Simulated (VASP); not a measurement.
A convergence study with VASP on Mg2Sn (antifluorite): one setting is varied, all else stays as given below, so the limit is that of these other settings. Each run relaxes cell and ions from the cell shown. The basis is that of the starting cell, so low cut-offs carry a Pulay error.

```xyz
3
Lattice="0.0000 3.3800 3.3800 3.3800 0.0000 3.3800 3.3800 3.3800 0.0000" Properties=species:S:1:pos:R:3 pbc="T T T"
Mg     1.6900     1.6900     1.6900
Mg     5.0700     5.0700     5.0700
Sn     0.0000     0.0000     0.0000
```

Method: PBE GGA, VASP's PBE PAW potentials (set 64) (plane waves; VASP). The tightest run used: 700 eV cut-off, 4×4×4 Γ-centred mesh, Gaussian smearing of 0.050 eV, potentials Mg Sn_d.

Q: The settings run are ENCUT = 200; ENCUT = 250; ENCUT = 300; ENCUT = 350; ENCUT = 400; ENCUT = 450; ENCUT = 500; ENCUT = 550; ENCUT = 600; ENCUT = 650; ENCUT = 700. From which on does the relaxed volume stay within 0.05 Å³/atom of the tightest run?

A: From ENCUT = 400 on: it is off by 0.034 there and by no more than 0.05 in any finer run, while ENCUT = 350 is off by 0.111.
```
setting      relaxed volume (Å³/atom)  E (eV/atom)  plane waves  difference judged (Å³/atom)
-----------  ------------------------  -----------  -----------  ---------------------------
ENCUT = 200                    24.205      -2.4063          531                        2.174
ENCUT = 250                    26.261      -2.4175          701                        0.118
ENCUT = 300                    26.283      -2.4174          941                        0.096
ENCUT = 350                    26.268      -2.4170         1174                        0.111
ENCUT = 400                    26.345      -2.4177         1424                        0.034
ENCUT = 450                    26.379      -2.4179         1700                        0.000
ENCUT = 500                    26.368      -2.4178         1964                        0.011
ENCUT = 550                    26.368      -2.4178         2276                        0.011
ENCUT = 600                    26.377      -2.4179         2637                        0.003
ENCUT = 650                    26.380      -2.4179         2936                        0.001
ENCUT = 700                    26.379      -2.4179         3287                        0.000
```

Left out are rungs that failed or repeat a setting and relaxations that didn't move; long series are thinned to 24 rows.

The compound is Mg2Sn in the antifluorite structure.
